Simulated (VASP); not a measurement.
These are TPSS meta-GGA, VASP's PBE PAW potentials (set 64) (plane waves; VASP) values and carry that method's errors.

Input for VASP

POSCAR:
```
PbTe
6.4774050
  0.0000000000   0.4999999994   0.4999999994
  0.4999999994   0.0000000000   0.4999999994
  0.4999999994   0.4999999994   0.0000000000
Te Pb
1 1
Cartesian
  0.4999999994   0.4999999994   0.4999999994
  0.0000000000   0.0000000000   0.0000000000
```

**INCAR**
```
! general
SYSTEM  = PbTe
PREC    = Accurate
ENCUT   = 520
LREAL   = .FALSE.
LASPH   = .TRUE.

! electronic loop
EDIFF   = 1E-7
NELM    = 100
ALGO    = Normal
LMAXMIX = 4
LMIXTAU = .TRUE.

! smearing
ISMEAR  = 0
SIGMA   = 0.05

! functional
METAGGA = TPSS

! ions
ISIF    = 2

! output
LWAVE   = .FALSE.
LCHARG  = .FALSE.
```

**KPOINTS**
```
K-points
0
gamma
  7 7 7
```

POTCAR, in this order: Te Pb_d (PBE.64 set). Program: vasp_std.

The run wrote:

OUTCAR:
```
 ion  position               nearest neighbor table
   1  0.500  0.500  0.500-   2 3.24   2 3.24   2 3.24   2 3.24   2 3.24   2 3.24
   2  0.000  0.000  0.000-   1 3.24   1 3.24   1 3.24   1 3.24   1 3.24   1 3.24
  LATTYP: Found a face centered cubic cell.
 ALAT       =     6.4774049924
 Subroutine PRICEL returns:
 Original cell was already a primitive cell.
 Subroutine GETGRP returns: Found 48 space group operations
The static configuration has the point symmetry O_h .
The dynamic configuration has the point symmetry O_h .
 Subroutine INISYM returns: Found 48 space group operations
 Subroutine IBZKPT returns following result:
 Found     20 irreducible k-points:

 Following reciprocal coordinates:
            Coordinates               Weight
  0.000000  0.000000  0.000000      1.000000
  0.142857  0.000000  0.000000      8.000000
  0.285714  0.000000  0.000000      8.000000
  0.428571  0.000000  0.000000      8.000000
  0.142857  0.142857  0.000000      6.000000
  0.285714  0.142857  0.000000     24.000000
  0.428571  0.142857  0.000000     24.000000
 -0.428571  0.142857  0.000000     24.000000
 -0.285714  0.142857  0.000000     24.000000
...
```

**OSZICAR**
```
       N       E                     dE             d eps       ncg     rms          rms(c)
DAV:   1     0.138839077229E+03    0.13884E+03   -0.93720E+03   560   0.142E+03
DAV:   2    -0.614198868599E+01   -0.14498E+03   -0.14267E+03   590   0.337E+02
DAV:   3    -0.157146129119E+02   -0.95726E+01   -0.94831E+01   740   0.927E+01
DAV:   4    -0.159186351003E+02   -0.20402E+00   -0.20394E+00   730   0.161E+01
DAV:   5    -0.159228789271E+02   -0.42438E-02   -0.42437E-02   762   0.204E+00    0.367E+00
DAV:   6    -0.142692093730E+02    0.16537E+01   -0.43938E+00   578   0.251E+01    0.196E+00
DAV:   7    -0.148983573436E+02   -0.62915E+00   -0.43869E-01   596   0.847E+00    0.137E+00
DAV:   8    -0.147247546012E+02    0.17360E+00   -0.73712E-01   572   0.699E+00    0.109E+00
DAV:   9    -0.148331149650E+02   -0.10836E+00   -0.51190E-01   560   0.844E+00    0.772E-01
DAV:  10    -0.148749477528E+02   -0.41833E-01   -0.64708E-02   560   0.370E+00    0.547E-01
DAV:  11    -0.148752598459E+02   -0.31209E-03   -0.27783E-03   722   0.450E-01    0.358E-01
DAV:  12    -0.148761177999E+02   -0.85795E-03   -0.81029E-03   568   0.679E-01    0.281E-01
DAV:  13    -0.148766162317E+02   -0.49843E-03   -0.14614E-03   572   0.297E-01    0.217E-01
DAV:  14    -0.148766123973E+02    0.38344E-05   -0.46070E-05   716   0.769E-02    0.121E-01
DAV:  15    -0.148766741375E+02   -0.61740E-04   -0.43625E-05   580   0.518E-02    0.448E-02
DAV:  16    -0.148766788242E+02   -0.46867E-05   -0.24355E-05   578   0.678E-02    0.221E-02
DAV:  17    -0.148766779310E+02    0.89324E-06   -0.17689E-05   632   0.689E-02    0.790E-03
DAV:  18    -0.148766788829E+02   -0.95196E-06   -0.26806E-06   608   0.195E-02    0.655E-03
DAV:  19    -0.148766803333E+02   -0.14503E-05   -0.14696E-06   608   0.150E-02    0.236E-03
DAV:  20    -0.148766808117E+02   -0.47845E-06   -0.11787E-06   572   0.124E-02    0.153E-03
DAV:  21    -0.148766808701E+02   -0.58429E-07   -0.12308E-07   466   0.429E-03
   1 F= -.14876681E+02 E0= -.14876681E+02  d E =-.679257E-17
```

OUTCAR:
```
------------------------ aborting loop because EDIFF is reached ----------------------------------------
  FORCE on cell =-STRESS in cart. coord.  units (eV):
  Direction    XX          YY          ZZ          XY          YZ          ZX
  --------------------------------------------------------------------------------------
  Total        0.5639140      0.5639140      0.5639140      0.0000000      0.0000000      0.0000000
  in kB       13.2978151     13.2978151     13.2978151      0.0000000      0.0000000      0.0000000
  external PRESSURE =      13.2978151 kB  Pullay stress =       0.0000000 kB
  volume of cell :       67.94
      direct lattice vectors                 reciprocal lattice vectors
     0.000000000  3.238702496  3.238702496    -0.154382812  0.154382812  0.154382812
     3.238702496  0.000000000  3.238702496     0.154382812 -0.154382812  0.154382812
     3.238702496  3.238702496  0.000000000     0.154382812  0.154382812 -0.154382812
  FREE ENERGIE OF THE ION-ELECTRON SYSTEM (eV)
  ---------------------------------------------------
  free  energy   TOTEN  =       -14.8766808701 eV

  energy  without entropy=      -14.8766808701  energy(sigma->0) =      -14.87668087
```
(Selected blocks of OUTCAR.)

The compound is PbTe in the rock salt structure. This cell is one point of a volume scan, at 0.97 of the reference volume.
